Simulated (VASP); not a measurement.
Energy against volume of Na (bcc). Calculation: PBE GGA with D3 dispersion (Becke-Johnson damping), VASP's PBE PAW potentials (set 64) (plane waves; VASP). Settings: 520 eV cut-off, 13×13×13 Γ-centred mesh, first-order Methfessel-Paxton smearing of 0.10 eV, potentials Na_pv.

```
V (Å³/atom)  E (eV/atom)
-----------  -----------
31.754          -1.46592
32.768          -1.46922
33.781          -1.47051
34.795          -1.47006
```

Question: Fit these four points and predict the energy of the run at 35.808 Å³/atom.

Answer: A cubic in V^(−2/3), the third-order Birch-Murnaghan form, passes through the four points with V0 = 34.01 Å³/atom and B0 = 9 GPa, and gives -1.4681 eV/atom there. The run gave -1.4681 eV/atom, -0.0 meV/atom from the fit; all five points give B0 = 9 GPa.

The compound is Na in the bcc structure. It was relaxed first, which changed the volume by -12 %.
